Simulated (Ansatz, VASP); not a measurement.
# TiC in two plane-wave programs

One calculation is typed for both programs; each brings its own data sets. How far apart do they land? The cell is taken from a series of runs on this material, whose earlier steps may have relaxed, scaled, displaced or heated it; both programs get it as it stands.

Calculated with Ansatz 0.2.0; plane waves, with VASP 6.6.1 beside it; zone-centre phonons at PBEsol.

## 1. Starting point

The structure is trigonal, space group R-3m (No. 166). The conventional cell has a = 3.066 Å, b = 3.066 Å, c = 7.388 Å, α = 90.00°, β = 90.00°, γ = 120.00°. Nearest to C lie 6 Ti at 2.16 Å. Nearest to Ti lie 6 C at 2.16 Å. Farther neighbours are not listed.

## 2. Ansatz: zone-centre phonons, PBEsol

Ansatz runs on its PAW soft_1 files.

Second derivatives magnify differences that forces hide, and they need a tight electronic threshold.

File input.yaml:

```yaml
crystal:
  lattice:
    - [-0.0233781061, 2.1445296441, 2.1445296441]
    - [2.1445296441, -0.0233781061, 2.1445296441]
    - [2.1445296441, 2.1445296441, -0.0233781061]
  atoms:
    - { symbol: C, position: [0.5, 0.5, 0.5] }
    - { symbol: Ti, position: [0.0, 0.0, 0.0] }
kpoints:
  mp_grid: { grid: [16, 16, 16] }
hamiltonian:
  xc: pbesol
  pseudopotentials: { kind: paw, azcp: { folder: soft_1 }, xc_functional: pbe }
scf:
  occupations: { method: methfessel_paxton, width: 0.2 }
output:
  eigenvalues: true
phonons:
  method: dfpt
```

Run with:

```bash
ansatz run input.yaml --threads 4 --pin off --max-ram 10240MiB --backend cpu --events-out ev --progress --plain --runs-dir out
```

Numbers of over 12 decimals in the logs are rounded to 6 here.

What it wrote:

```text
Engine: ansatz 0.2.0, x86_64-unknown-linux-gnu
Pseudopotentials: kind: paw
Pseudopotential: C, paw, valence charge 4, recommended cutoff 420 eV (normal), soft_1/C.paw.azcp
Pseudopotential: Ti, paw, valence charge 12, recommended cutoff 420 eV (normal), soft_1/Ti.paw.azcp
Functional definition: PBEsol
  exchange = pbesol_x
  correlation = pbesol_c
Crystal: 2 atoms, lattice volume = 20.048 Å³
Basis set: ecut = 420 eV, 399 PW (Γ), exchange–correlation on 48×48×48 points (8 copies of the dense FFT grid, shifted against one another)
Bands: 12, of which v1, the nominal top of the filled ones, is band 8 counted from 1 (7 counted from 0)
Symmetry: 12 space group operations
k-points: 1098 of 4096 (irreducible under 2 space group operations, time reversal used)
Non-local potential: C, projectors of the file, l = 0: 2, l = 1: 2, l = 2: 1
Non-local potential: Ti, projectors of the file, l = 0: 3, l = 1: 2, l = 2: 3, l = 3: 1
PAW form: soft (Blöchl's): semilocal exchange-correlation on the pseudo side does not see the compensation charge
PAW frozen core: C, regenerated for the run's functional, and the local potential with it (the file was generated under x = pbe(κ = 0.804, μ = 0.219515), c = pbe(β = 0.066725))
PAW frozen core: Ti, regenerated for the run's functional, and the local potential with it (the file was generated under x = pbe(κ = 0.804, μ = 0.219515), c = pbe(β = 0.066725))
PAW one-centre angular grid: C, 110 points (default); XC on 64 Gauss nodes
PAW one-centre angular grid: Ti, 590 points (default); XC on 64 Gauss nodes
Initial density: superposition of atomic densities (chi_scale 0.1, normalization cell, long waves kept (reshape's long-wave potential 0.00 eV rms))
Initial wavefunctions: pseudopotential atomic-orbital guess
Functional: x = pbesol(κ = 0.804, μ = 0.123457), c = pbesol(β = 0.046)
SCF iter   1: F=—  HF=-2723.399129 eV  |F-HF|=—  |Δ(HF+E_count)|=         —  Δρ=1.37e-1  dr2=4.90e0  ethr=3.10e-3  ⟨swp⟩=4.2  Hψ=62361  notcnv=0
preconditioner: auto → none  [metal: Δε(μ)=0.023 eV  Ē_g=9.108 eV  σ=0.200 eV  W_gap=0.10  n_scr=8 (ndim 8)  ℏωp=23.5 eV  f_vac=0.000  D(μ)=0.20/eV (n_scr^D=0)  sad-step TF]
SCF iter   2: F=—  HF=-2722.911858 eV  |F-HF|=—  |Δ(HF+E_count)|=   4.87e-1  S|Δr|=    0.00e0  Δρ=9.64e-2  dr2=2.47e0  ethr=3.10e-3  ⟨swp⟩=2.0  Hψ=26282  notcnv=0
SCF iter   3: F=—  HF=-2722.420764 eV  |F-HF|=—  |Δ(HF+E_count)|=   4.91e-1  S|Δr|=    0.00e0  Δρ=8.15e-3  dr2=7.49e-3  ethr=3.10e-3  ⟨swp⟩=2.8  Hψ=26501  notcnv=2
SCF iter   4: F=—  HF=-2722.418058 eV  |F-HF|=—  |Δ(HF+E_count)|=   2.71e-3  S|Δr|=    0.00e0  Δρ=1.44e-3  dr2=2.03e-4  ethr=4.68e-5  ⟨swp⟩=2.0  Hψ=30876  notcnv=0
SCF iter   5: F=—  HF=-2722.418175 eV  |F-HF|=—  |Δ(HF+E_count)|=   1.16e-4  S|Δr|=    0.00e0  Δρ=3.83e-4  dr2=2.17e-5  ethr=1.27e-6  ⟨swp⟩=2.0  Hψ=17602  notcnv=0
SCF iter   6: F=—  HF=-2722.418173 eV  |F-HF|=—  |Δ(HF+E_count)|=   1.39e-6  S|Δr|=    0.00e0  Δρ=5.36e-5  dr2=5.60e-7  ethr=1.36e-7  ⟨swp⟩=2.0  Hψ=21085  notcnv=0
SCF iter   7: F=—  HF=-2722.418174 eV  |F-HF|=—  |Δ(HF+E_count)|=   4.48e-7  S|Δr|=    0.00e0  Δρ=3.07e-6  dr2=1.62e-9  ethr=3.50e-9  ⟨swp⟩=3.0  Hψ=22120  notcnv=0
SCF iter   8: F=—  HF=-2722.418174 eV  |F-HF|=—  |Δ(HF+E_count)|=  5.87e-10  S|Δr|=    0.00e0  Δρ=1.08e-6  dr2=2.52e-10  ethr=1.01e-11  ⟨swp⟩=2.5  Hψ=19629  notcnv=0
SCF iter   9: F=-2722.418174 eV  HF=-2722.418174 eV  |F-HF|=9.09e-13  |Δ(HF+E_count)|=  6.82e-11  S|Δr|=    0.00e0  Δρ=4.64e-8  dr2=4.29e-13  ethr=1.00e-12  ⟨swp⟩=3.6  Hψ=55523  notcnv=0
the search or the solves at the SCF's close seem to have found levels that the self-consistency loop had missed (the run counts 1). By its estimate they hold under 1e-12 electrons; where the run keeps them, the occupations were computed again with them
SCF 1 converged in 9 iterations: F = -2722.418174 eV  dr2 = 4.29e-13
  greatest PAW one-centre occupation: 0.998 electrons in one spin orbital (limit 2), on the Ti atom at site 1 (counted from 0), in its partial waves of l = 0
DFPT response loops at Γ: preconditioner auto → Kerker (q_TF=auto, 2.628 Å⁻¹) (partly filled bands, converged f_vac=0.000); β = 1.00, the filter's whole step (`scf.mixing.beta` (0.50) is not read by the response loops under this deck's `scf.mixing.preconditioner`; to damp them name `kerker` or `kerker_dos`, under which they read `scf.mixing.beta`, and type it under 1.00, their step now; both keys bind the ground state too); Broyden in place of MSR1
SCF converged after 9 iterations
Stability not checked: this state was not tested for a lower state beside it, because cold or Methfessel-Paxton smearing, or corrected tetrahedra, fill the levels in a way that the test cannot read (fill_not_monotonic; see scf.lower_state_search)
Free energy (F): -2722.418174 eV
Harris-Foulkes:  -2722.418174 eV  (|F-HF|=9.09e-13)
Internal energy: -2722.418000 eV  (E = F + TS)
E sigma→0 (E₀):  -2722.418130 eV
Entropy (-TS):   -0.000173 eV (-0.087 meV/atom)
Fermi energy:    14.737212 eV
--- Per-component energies (eV) ---
  E_band       = -108.644550
  E_kinetic    = 366.366784
  E_local      = -821.473730  (includes V_loc(G=0)·N_el)
  E_nonlocal   = 84.365445
  E_hartree    = 323.158557
  E_xc         = -163.497641
  E_vxc        = -204.877592  (∫ρ·V_xc dr)
  E_paw        = -1112.052868  (= ΣΔE_a)
  E_vpaw       = -179.342527  (= ΣTr[D̂ρ^β])
  E_aug_tail   = -0.000062  (compensation charges beyond the density's cutoff)
  E_ewald      = -1399.444971
  E_core_change = 0.160485  (= ΣΔE_core)
  E_smearing   = -0.000173  (= −TS)
  E_closure    = 0.000000  (closes the sum)
  Σ components = -2722.418174   (vs F -2722.418174, Δ=0.00e0)
--- Band table (eV; the first three rows and the last of 1098) ---
  k-point 0: bands = [... 4 lower, 2.3108, 15.3604, 15.3604, 15.5217, 16.4214, 16.4214, 16.5125, 16.5125]
  k-point 1: bands = [... 4 lower, 2.4010, 14.9316, 15.1589, 15.3083, 15.7785, 15.8387, 16.6788, 17.4894]
  k-point 2: bands = [... 4 lower, 2.6657, 14.0513, 14.4073, 14.5368, 15.8299, 15.9179, 17.0222, 18.5748]
  k-point 1097: bands = [... 4 lower, 5.9858, 8.8082, 11.7009, 11.7009, 17.7687, 17.7687, 19.0060, 22.8339]
--- Phonons (Γ-DFPT): 2 representative perturbations + reference, on 1098 of 4096 k-points (Σ response iterations 6) ---
  k mesh reduced under 2 symmetry operations, with k and −k counted as one. Each operation leaves every solved perturbation unchanged. A smaller set is not used because it would not reduce the number of displacements times k-points to solve
  ASR residual: 1.603e-5 → 0.000e0 eV/Å²; symmetrization residual: 7.674e-8 eV/Å²
  ASR residual per site (eV/Å²): 5.97e-6 1.60e-5
  Γ frequencies (cm⁻¹): 0.00 0.00 0.00 515.22 536.21 536.21
  non-analytic LO–TO correction: not included (Born effective charges unavailable; polar crystals: no LO–TO splitting at Γ)
```

The column dr2 measures how far the density is from self-consistency, as an energy; F and HF (Harris–Foulkes) agree once it is small.

[end of part 1 of 2]

[Lines on the potential files, build, host, timing and source positions are cut from VASP's logs without a mark.]

[Logs are printed without paths, hosts, clocks, repeated set-up lines and the standing remarks that a program may print on its own settings, such as how far it seeks lower states.]

[Hosts, paths, dates, database ids (printed as entryN), source tags and the programs' standing remarks are cut or masked in the printed files.]
